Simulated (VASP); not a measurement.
Consider the following.

```
Be
1.0
    2.31973     0.00000     0.00000
   -1.15986     2.00894     0.00000
    0.00000     0.00000     7.46374
Be
4
Direct
  0.00000   0.00000   0.00000
  0.00000   0.00000   0.50000
  0.33333   0.66667   0.25000
  0.66667   0.33333   0.75000
```

The numbers are results of PBE GGA, VASP's PBE PAW potentials (set 64) (plane waves; VASP 6.6.1), not measurements. Run with 300 eV cut-off, 16×16×5 Γ-centred mesh, Gaussian smearing of 0.14 eV, potentials Be.

Question: Give the energies of bands 1 to 7 at the high-symmetry points, in eV from the Fermi level.

Answer: 
```json
[
 {"band": "1", "Γ": "-10.94", "M": "-4.64", "K": "-1.84", "A": "-10.43", "L": "-4.34", "H": "-1.86"},
 {"band": "2", "Γ": "-8.92", "M": "-3.80", "K": "-1.84", "A": "-10.43", "L": "-4.34", "H": "-1.86"},
 {"band": "3", "Γ": "-8.90", "M": "-3.42", "K": "-1.01", "A": "-6.47", "L": "-2.94", "H": "-0.99"},
 {"band": "4", "Γ": "-4.40", "M": "-2.60", "K": "-0.97", "A": "-6.47", "L": "-2.94", "H": "-0.99"},
 {"band": "5", "Γ": "0.35", "M": "0.94", "K": "-0.47", "A": "3.56", "L": "1.45", "H": "-0.45"},
 {"band": "6", "Γ": "9.25", "M": "0.96", "K": "-0.47", "A": "3.56", "L": "1.45", "H": "-0.45"},
 {"band": "7", "Γ": "9.25", "M": "3.90", "K": "2.27", "A": "15.44", "L": "3.32", "H": "2.31"}
]
```

It has no gap at this level: it comes out as a metal or semimetal.

The structure was generated: Be was put into an ordered model structure, which need not be its known phase. The cell was not relaxed at this level.
